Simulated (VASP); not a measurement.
Given:

```
CELL_PARAMETERS angstrom
      3.74938     0.00000     0.00000
      0.00000     3.74938     0.00000
      0.00000     0.00000     3.74938
ATOMIC_POSITIONS crystal
  Cs 0.00000 0.00000 0.00000
  I  0.50000 0.50000 0.50000
```

All values below come from PBEsol GGA, VASP's PBE PAW potentials (set 64) (plane waves; VASP). Run with 500 eV cut-off, 7×7×7 Γ-centred mesh, Gaussian smearing of 0.050 eV, potentials Cs_sv I.

Energy and stress use the plane-wave basis of the starting cell.

**Question.** The ions, cell shape and volume at an external pressure of 45.0 GPa are relaxed. What does this cell relax into?

**Answer.** 
```
CELL_PARAMETERS angstrom
      3.62718     0.00000     0.00000
      0.00000     3.62718     0.00000
      0.00000     0.00000     3.62718
ATOMIC_POSITIONS crystal
  Cs 0.00000 0.00000 0.00000
  I  0.50000 0.50000 0.50000
```
Space group Pm-3m (221), at a tolerance of 0.03 Å.

**Question.** How do energy and volume change from the first to the last step?

**Answer.** The energy (σ→0) changes by +574.3 meV/atom and the volume by -9.5 %, in 5 ionic steps.

| step | E(σ→0) (eV) | max force (eV/Å) | pressure (GPa) | volume (Å³) |
|---|---|---|---|---|
| 1 | -3.6741 | 0.000 | 29.90 | 52.71 |
| 2 | 3.1256 | 0.000 | 121.99 | 35.94 |
| 3 | -2.6812 | 0.000 | 42.93 | 48.29 |
| 4 | -2.5522 | 0.000 | 44.65 | 47.82 |
| 5 | -2.5255 | 0.000 | 44.97 | 47.72 |

The compound is CsI in the CsCl type structure. This run relaxes it under an external pressure of 45 GPa. Symmetry was kept, so distortions that lower it aren't found.
